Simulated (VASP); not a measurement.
Mg2Ge (antifluorite): the lattice constant a from VASP (plane waves, PAW) at several levels of theory. Static lattice.  The measured value holds thermal and zero-point effects that the static calculation lacks.

```json
[
 {"level": "LDA", "lattice constant a (Å)": "6.271", "error against measurement": "-1.8 %"},
 {"level": "PBE", "lattice constant a (Å)": "6.413", "error against measurement": "+0.4 %"},
 {"level": "PBEsol", "lattice constant a (Å)": "6.359", "error against measurement": "-0.4 %"}
]
```

Measured: 6.385 Å (as given by Grosch, Range, J. Alloys Compd. 235, 250 (1996)).

The cell of the LDA run:

```yaml
crystal:
  lattice:
    - [0.00000, 3.13540, 3.13540]
    - [3.13540, 0.00000, 3.13540]
    - [3.13540, 3.13540, 0.00000]
  atoms:
    - { symbol: Mg, position: [0.25000, 0.25000, 0.25000] }
    - { symbol: Mg, position: [0.75000, 0.75000, 0.75000] }
    - { symbol: Ge, position: [0.00000, 0.00000, 0.00000] }
```

Only levels that ran to the end are used. Left out are those held back, those with too coarse a band path, GW runs whose mesh misses a band edge, hybrids' fits of cells that aren't cubic and levels without matching references; a question may draw on a part of the rest.

The compound is Mg2Ge in the antifluorite structure.
